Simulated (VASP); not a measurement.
Data:

```xyz
2
Lattice="0.0000 3.1013 3.0807 3.1129 0.0000 3.0807 3.1129 3.1013 0.0000" Properties=species:S:1:pos:R:3 pbc="T T T"
Ga     0.0000     0.0000     0.0000
Sb     1.6026     1.5506     1.5404
```

Method: PBE GGA, VASP's PBE PAW potentials (set 64) (plane waves; VASP). Numerical set-up: EDIFF = 1E-2, 400 eV cut-off, 7×7×7 Γ-centred mesh, Gaussian smearing of 0.050 eV, potentials Ga_d Sb.

Task: Give the stress tensor in GPa (positive for a compressed cell).

Result: 
```
-1.13   0.00   0.00
 0.00  -0.95  -0.82
 0.00  -0.82  -0.69
```
The pressure is its mean diagonal, -0.92 GPa.

The compound is GaSb in the zinc blende structure. The cell was not relaxed at this level, atoms are displaced from their ideal sites. The run is one of a series of settings (EDIFF = 1E-2 against the base run), some of them coarse on purpose.
